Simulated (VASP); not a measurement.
A run of VASP 6.6.1 is set up as follows.

INCAR

```
PREC     = Accurate       # precision mode
ENCUT    = 520            # plane-wave cutoff, eV
EDIFF    = 1E-6           # SCF threshold, eV
ISMEAR   = -1             # smearing method
SIGMA    = 0.05           # smearing width, eV
LREAL    = False          # projectors in reciprocal space
LASPH    = True           # aspherical terms in the spheres
NELM     = 60             # most SCF steps
ALGO     = Normal         # electronic algorithm
ISIF     = 2              # what is computed and relaxed
LWAVE    = False          # write WAVECAR
LCHARG   = False          # write CHGCAR
METAGGA  = R2SCAN         # meta-GGA
LMIXTAU  = True
```

File KPOINTS:

```
regular mesh
0
Gamma
  7 7 7
```

POSCAR

```
BaAs
1.0
    4.0245855900      0.0000000000      0.0000000000
    0.0000000000      4.0245855900      0.0000000000
    0.0000000000      0.0000000000      4.0245855900
Ba As
1 1
Direct
    0.0000000000      0.0000000000      0.0000000000
    0.5000000000      0.5000000000      0.5000000000
```

Potentials or basis: VASP PAW PBE potentials, release 64 (Ba_sv, As).

The run is started by

```console
$ cat potpaw_PBE.64/Ba_sv/POTCAR potpaw_PBE.64/As/POTCAR > POTCAR
$ mpirun -np 1 vasp_std > vasp.out
```

Problem. What does it give for the band gap on the k mesh?

Solution. None (metal or under the smearing width).

Problem. Predict the pressure.

Solution. 0.1 GPa.

Caveat: the PAW data sets were made with another functional, which shifts forces and pressure a little. The run has no spin-orbit coupling, so splittings on Ba are missing.
